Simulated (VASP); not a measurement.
**A point defect in Sm2Tl**

How easily does a point defect form in Sm2Tl? The host is relaxed first, then a supercell is run with and without the defect. The start is a cell from a database of measured crystal structures.

Program: VASP 6.6.1. Level of theory: PBEsol, 4f electrons in the core; plane waves and PAW (Tl, Sm_3), in the first sound run; inputs show where later runs differ. Results are calculated unless marked as measured.

## (1) The host crystal

Symmetry: P6_3/mmc, No. 194, hexagonal system. Conventional cell: a = 5.445 Å, b = 5.445 Å, c = 6.778 Å, α = 90.00°, β = 90.00°, γ = 120.00°. Tl has 11 Sm at 3.14 to 3.57 Å nearest. Nearest to Sm lie 8 Sm at 3.39 to 3.57 Å and 6 Tl at 3.57 Å. Sm has 5 Tl at 3.14 to 3.39 Å and 6 Sm at 3.57 Å nearest. Farther neighbours are not listed.

## (2) The host at zero pressure

First cell and atoms are relaxed at a raised cutoff, so that later runs start from this functional's own cell.

INCAR

```
SYSTEM = Sm2Tl
PREC = Accurate
ENCUT = 350
EDIFF = 1E-06
NELM = 120
ISMEAR = 0
SIGMA = 0.05
LREAL = .FALSE.
ALGO = Normal
GGA = PS
NBANDS = 31
LORBIT = 11
LWAVE = .FALSE.
LCHARG = .FALSE.
KPAR = 4
IBRION = 2
NSW = 40
ISIF = 3
EDIFFG = -0.02
POTIM = 0.4
```

POSCAR

```
Sm2Tl
1.0
    5.4450000000      0.0000000000      0.0000000000
   -2.7225000000      4.7155083236      0.0000000000
    0.0000000000      0.0000000000      6.7780000000
Tl Sm
2 4
Direct
    0.6666666667      0.3333333333      0.7500000000
    0.3333333333      0.6666666667      0.2500000000
    0.0000000000      0.0000000000      0.5000000000
    0.0000000000      0.0000000000      0.0000000000
    0.6666666667      0.3333333333      0.2500000000
    0.3333333333      0.6666666667      0.7500000000
```

KPOINTS

```
Automatic mesh
0
Gamma
4 4 3
0 0 0
```

Potentials, in the order of the species: Tl and Sm_3 (PBE family, release 64).

Run with:

```
$ mpirun -np 4 vasp_std
```

The log of the run:

```text
[banner, memory and clock lines left out]
running    4 mpi-ranks, on    1 nodes
 distrk:  each k-point on    1 cores,    4 groups
 distr:  one band on    1 cores,    1 groups

 POSCAR found type information on POSCAR TlSm
 POSCAR found :  2 types and       6 ions
|                                                                             |
|               ----> ADVICE to this user running VASP <----                  |
|                                                                             |
|     You enforced a specific xc type in the INCAR file but a different       |
|     [... a line on the potential file left out ...]
|     I HOPE YOU KNOW WHAT YOU ARE DOING!                                     |
|                                                                             |

 LDA part: xc-table for (Slater+PW92), standard interpolation
 POSCAR, INCAR and KPOINTS ok, starting setup
 FFT: planning ... GRIDC
 FFT: planning ... GRID_SOFT
 FFT: planning ... GRID
 WAVECAR not read
 entering main loop
       N       E                     dE             d eps       ncg     rms          rms(c)
DAV:   1     0.426467146634E+03    0.42647E+03   -0.17829E+04   504   0.106E+03
DAV:   2    -0.105862891661E+02   -0.43705E+03   -0.43061E+03   559   0.337E+02
DAV:   3    -0.268448506494E+02   -0.16259E+02   -0.15892E+02   596   0.641E+01
DAV:   4    -0.276120584044E+02   -0.76721E+00   -0.75383E+00   712   0.135E+01
DAV:   5    -0.276295051551E+02   -0.17447E-01   -0.17414E-01   643   0.196E+00    0.664E+00
DAV:   6    -0.274311785042E+02    0.19833E+00   -0.13544E-01   632   0.215E+00    0.379E+00
DAV:   7    -0.273446347725E+02    0.86544E-01   -0.15728E-01   587   0.254E+00    0.433E-01
DAV:   8    -0.273426482940E+02    0.19865E-02   -0.96973E-03   672   0.696E-01    0.150E-01
DAV:   9    -0.273423320364E+02    0.31626E-03   -0.28957E-03   601   0.292E-01    0.329E-02
DAV:  10    -0.273423478084E+02   -0.15772E-04   -0.13436E-04   608   0.662E-02    0.167E-02
DAV:  11    -0.273423590800E+02   -0.11272E-04   -0.31842E-05   624   0.342E-02    0.492E-03
DAV:  12    -0.273423576333E+02    0.14468E-05   -0.25116E-06   480   0.124E-02    0.222E-03
DAV:  13    -0.273423576910E+02   -0.57717E-07   -0.33027E-07   409   0.459E-03
   1 F= -.27342358E+02 E0= -.27335900E+02  d E =-.273424E+02
 curvature:   0.00 expect dE= 0.000E+00 dE for cont linesearch  0.000E+00
 trial: gam= 0.00000 g(F)=  0.665E-47 g(S)=  0.172E-01 ort = 0.000E+00 (trialstep = 0.100E+01)
 search vector abs. value=  0.172E-01
 bond charge predicted
       N       E                     dE             d eps       ncg     rms          rms(c)
DAV:   1    -0.274448493134E+02   -0.10249E+00   -0.31268E+00   496   0.133E+01    0.147E+00
DAV:   2    -0.273682358560E+02    0.76613E-01   -0.13239E-01   510   0.256E+00    0.660E-01
DAV:   3    -0.273498935664E+02    0.18342E-01   -0.77590E-02   584   0.189E+00    0.110E-01
DAV:   4    -0.273499887113E+02   -0.95145E-04   -0.17915E-03   675   0.295E-01    0.627E-02
DAV:   5    -0.273501225609E+02   -0.13385E-03   -0.11440E-03   554   0.122E-01    0.177E-02
DAV:   6    -0.273501125291E+02    0.10032E-04   -0.75618E-05   603   0.394E-02    0.105E-02
DAV:   7    -0.273501289578E+02   -0.16429E-04   -0.98642E-06   580   0.184E-02    0.388E-03
DAV:   8    -0.273501332286E+02   -0.42708E-05   -0.77703E-07   339   0.612E-03    0.660E-04
DAV:   9    -0.273501335359E+02   -0.30722E-06   -0.10777E-07   325   0.227E-03
   2 F= -.27350134E+02 E0= -.27343559E+02  d E =-.777584E-02
 trial-energy change:   -0.007776  1 .order   -0.007691   -0.017186    0.001805
 step:   0.9072(harm=  0.9049)  dis= 0.00000  next Energy=   -27.350217 (dE=-0.786E-02)
 bond charge predicted
       N       E                     dE             d eps       ncg     rms          rms(c)
DAV:   1    -0.273510399708E+02   -0.90674E-03   -0.27206E-02   510   0.125E+00    0.136E-01
DAV:   2    -0.273503826633E+02    0.65731E-03   -0.11479E-03   538   0.237E-01    0.612E-02
DAV:   3    -0.273502242207E+02    0.15844E-03   -0.67159E-04   577   0.175E-01    0.102E-02
DAV:   4    -0.273502224016E+02    0.18191E-05   -0.15524E-05   666   0.275E-02    0.576E-03
DAV:   5    -0.273502198959E+02    0.25057E-05   -0.98392E-06   447   0.114E-02    0.162E-03
DAV:   6    -0.273502198229E+02    0.72966E-07   -0.59546E-07   325   0.429E-03
   3 F= -.27350220E+02 E0= -.27343667E+02  d E =-.786213E-02
 curvature:  -0.45 expect dE=-0.167E-04 dE for cont linesearch -0.599E-06
 trial: gam= 0.01093 g(F)=  0.411E-47 g(S)=  0.370E-04 ort =-0.151E-03 (trialstep = 0.981E+00)
 search vector abs. value=  0.358E-04
 reached required accuracy - stopping structural energy minimisation
```

Elapsed: 16 s, on 4 MPI ranks of AMD EPYC 9R14 (Zen 4), shared host; peak memory 0.85 GiB; 60 s of CPU time.

Lines that name or quote the potential files are left out of all logs, and their timing lines are given in words.

Parts of OUTCAR (step 2):

```text
ion  position               nearest neighbor table
   1  0.667  0.333  0.750-   6 3.14   6 3.14   6 3.14   5 3.39   5 3.39   3 3.57   4 3.57   3 3.57
                             4 3.57   3 3.57   4 3.57
   2  0.333  0.667  0.250-   5 3.14   5 3.14   5 3.14   6 3.39   6 3.39   3 3.57   4 3.57   4 3.57
                             3 3.57   4 3.57   3 3.57
   3  0.000  0.000  0.500-   4 3.39   4 3.39   1 3.57   5 3.57   6 3.57   2 3.57   2 3.57   6 3.57
                             1 3.57   5 3.57   1 3.57   5 3.57   2 3.57   6 3.57
   4  0.000  0.000  0.000-   3 3.39   3 3.39   1 3.57   5 3.57   6 3.57   2 3.57   2 3.57   6 3.57
                             1 3.57   5 3.57   1 3.57   5 3.57   2 3.57   6 3.57
   5  0.667  0.333  0.250-   2 3.14   2 3.14   2 3.14   1 3.39   1 3.39   3 3.57   4 3.57   3 3.57
                             4 3.57   3 3.57   4 3.57
   6  0.333  0.667  0.750-   1 3.14   1 3.14   1 3.14   2 3.39   2 3.39   3 3.57   4 3.57   4 3.57
                             3 3.57   4 3.57   3 3.57

  LATTYP: Found a hexagonal cell.
 ALAT       =     5.4450000000
 C/A-ratio  =     1.2448117539

 Subroutine GETGRP returns: Found 24 space group operations
 (whereof 12 operations were pure point group operations)

The static configuration has the point symmetry D_3d.
 The point group associated with its full space group is D_6h.

 Found      8 irreducible k-points:

   k-points           NKPTS =      8   k-points in BZ     NKDIM =      8   number of bands    NBANDS=     31

   dimension x,y,z NGX =    36 NGY =   36 NGZ =   42
   dimension x,y,z NGXF=    72 NGYF=   72 NGZF=   84

   ENCUT  =  350.0 eV  25.72 Ry    5.07 a.u.   8.31  8.31 10.34*2*pi/ulx,y,z

   NELECT =      50.0000    total number of electrons

 k-points in reciprocal lattice and weights: Automatic mesh
   0.00000000  0.00000000  0.00000000       0.021
   0.25000000 -0.00000000  0.00000000       0.125
   0.50000000 -0.00000000  0.00000000       0.062
   0.25000000  0.25000000  0.00000000       0.125
   0.00000000  0.00000000  0.33333333       0.042
   0.25000000 -0.00000000  0.33333333       0.250
   0.50000000 -0.00000000  0.33333333       0.125
   0.25000000  0.25000000  0.33333333       0.250

 average (electrostatic) potential at core
       1 -40.2438       2 -40.2438       3 -33.6576       4 -33.6576       5 -33.5731
       6 -33.5731

 E-fermi :   4.0635

 k-point     1 :       0.0000    0.0000    0.0000
  band No.  band energies     occupation
    ...
     22       2.9869      2.00000
     23       3.4745      2.00000
     24       3.4745      2.00000
     25       3.6081      2.00000
     26       3.6081      2.00000
     27       4.1886      0.00040
     28       4.1886      0.00040
     29       6.4204      0.00000
     30       6.4204      0.00000
     31       6.6609      0.00000

 k-point     2 :       0.2500   -0.0000    0.0000
  band No.  band energies     occupation
    ...
     23       3.5134      2.00000
     24       3.5207      2.00000
     25       3.7580      2.00000
     26       3.9783      1.98403
     27       4.0842      0.55726
     28       4.1542      0.01029
     29       6.0027      0.00000
     30       6.0382      0.00000
     31       6.4518      0.00000

 k-point     3 :       0.5000   -0.0000    0.0000
  band No.  band energies     occupation
    ...
     22       3.1864      2.00000
     23       3.3786      2.00000
     24       3.5184      2.00000
     25       3.9209      1.99995
     26       3.9776      1.98487
     27       4.6012      0.00000
     28       4.7670      0.00000
     29       5.1702      0.00000
     30       5.2584      0.00000
     31       5.9123      0.00000

  Total        0.0368012      0.0368012     -0.0551681     -0.0000000      0.0000000      0.0000000
  in kB        0.3444540      0.3444540     -0.5163653     -0.0000000      0.0000000      0.0000000
  external PRESSURE =       0.0575142 kB  Pullay stress =       0.0000000 kB

  energy-cutoff  :      350.00
  volume of cell :      171.18
      direct lattice vectors                 reciprocal lattice vectors
     5.414001526  0.000000000  0.000000000     0.184706265  0.106640212 -0.000000000
    -2.707000763  4.688662858  0.000000000     0.000000000  0.213280424 -0.000000000
     0.000000000  0.000000000  6.743329705     0.000000000 -0.000000000  0.148294692

 POSITION                                       TOTAL-FORCE (eV/Angst)
 -----------------------------------------------------------------------------------
      2.70700      1.56289      5.05750        -0.000000      0.000000      0.000000
     -0.00000      3.12578      1.68583         0.000000     -0.000000      0.000000
      0.00000      0.00000      3.37166        -0.000000      0.000000      0.000000
      0.00000      0.00000      0.00000        -0.000000      0.000000      0.000000
      2.70700      1.56289      1.68583         0.000000      0.000000     -0.000000
     -0.00000      3.12578      5.05750        -0.000000     -0.000000     -0.000000
 -----------------------------------------------------------------------------------
    total drift:                               -0.000000      0.000000     -0.000000

  FREE ENERGIE OF THE ION-ELECTRON SYSTEM (eV)
  ---------------------------------------------------
  free  energy   TOTEN  =       -27.3502198229 eV

  energy  without entropy=      -27.3371149733  energy(sigma->0) =      -27.34366740

 reached required accuracy - stopping structural energy minimisation

 total charge
# of ion       s       p       d       tot
------------------------------------------
    1        1.490   1.342   0.085   2.917
    2        1.490   1.342   0.085   2.917
    3        2.195   5.891   0.996   9.082
    4        2.195   5.891   0.996   9.082
    5        2.172   5.904   1.015   9.090
    6        2.172   5.904   1.015   9.090
--------------------------------------------------
tot         11.713  26.273   4.192  42.178

[... 3 further parts left out ...]
```

CONTCAR:

```
Sm2Tl
   1.00000000000000
     5.4140015260253378    0.0000000000000000    0.0000000000000000
    -2.7070007630126689    4.6886628576594980    0.0000000000000000
     0.0000000000000000    0.0000000000000000    6.7433297054697494
  Tl              Sm
     2     4
Direct
     0.6666666667000030    0.3333333332999970    0.7500000000000000
     0.3333333332999970    0.6666666667000030    0.2500000000000000
     0.0000000000000000    0.0000000000000000    0.5000000000000000
     0.0000000000000000    0.0000000000000000    0.0000000000000000
     0.6666666667000030    0.3333333332999970    0.2500000000000000
     0.3333333332999970    0.6666666667000030    0.7500000000000000
```

The data set Sm_3 holds the 4f electrons frozen in the core, so no f bands or f moments appear. The k-mesh is coarse for a metal. The PAW data sets were made with PBE, which is usual practice but a small mismatch for other functionals. The data set Tl keeps the semicore shell frozen, which is cheaper and a little less accurate. The run keeps the 24 symmetry operations of its start, so it cannot find a distortion of lower symmetry.

The steps of the relaxation:

```csv
step,energy less that of the first step (eV),largest force (eV/Å),pressure (GPa),volume (Å³)
1,0.0000,0.0000,-0.87,174.03
2,-0.0078,0.0000,0.09,170.89
3,-0.0079,0.0000,0.01,171.18
```

```csv
"conventional cell, symmetrised",before,after,change
a (Å),5.445,5.414,-0.6 %
b (Å),5.445,5.414,-0.6 %
c (Å),6.778,6.743,-0.5 %
volume (Å³/atom),29.01,28.53,-1.6 %
```

Final coordinates:

```xyz
6
Lattice="5.4140 0.0000 0.0000 -2.7070 4.6887 0.0000 0.0000 0.0000 6.7433" Properties=species:S:1:pos:R:3 pbc="T T T"
Tl    2.7070    1.5629    5.0575
Tl    0.0000    3.1258    1.6858
Sm    0.0000    0.0000    3.3717
Sm    0.0000    0.0000    0.0000
Sm    2.7070    1.5629    1.6858
Sm    0.0000    3.1258    5.0575
```

Numbers from this step:

* electronic cycles: 28
* electrons: 50
* free energy (TOTEN): -27.35 eV
* energy at zero smearing: -27.34 eV
* Fermi energy: 4.064 eV
* labelled metallic, from the levels on this mesh: yes

The run ended after 3 ionic steps, 0.008 eV below its first step, once forces and stress met EDIFFG = -0.02.

(Continued in part 2 of 3.)

[Lines on the potential files, build, host, timing and source positions are cut from VASP's logs without a mark.]

[Logs are printed without paths, hosts, clocks, repeated set-up lines and the standing remarks that a program may print on its own settings, such as how far it seeks lower states.]

[Hosts, paths, dates, database ids (printed as entryN), source tags and the programs' standing remarks are cut or masked in the printed files.]

[In band tables of VASP the shares of atoms and orbitals are scaled to a sum of 1 inside the atoms' spheres.]

[Runs that stopped without an error message from VASP are left out.]
